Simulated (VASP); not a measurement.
The system is Pb.

```
CELL_PARAMETERS angstrom
0.00000 2.46736 2.46736
2.46736 0.00000 2.46736
2.46736 2.46736 0.00000
ATOMIC_POSITIONS crystal
Pb 0.00000 0.00000 0.00000
```

Base run:

| Property | Result |
| --- | --- |
| Program | VASP 6.6.1 |
| Functional | r2SCAN |
| Potentials or basis | VASP PAW PBE potentials, release 64 (Pb_d) |
| Cutoff | 520 eV |
| k mesh | 14 × 14 × 14 |
| Occupations | gaussian, width 0.1 eV |
| Spin | no spin polarisation |

Its results: band gap on the k mesh none (metal or under the smearing width); pressure 1.8 GPa.

The run is repeated on the same cell with these changes: functional from r2SCAN to PBEsol; cutoff from 520 eV to 900 eV. What comes out?

Band gap on the k mesh none (metal or under the smearing width); pressure 0.0 GPa.

Caveats: the PAW data sets were made with another functional, which shifts forces and pressure a little.

Not every run made on this cell is shown here.
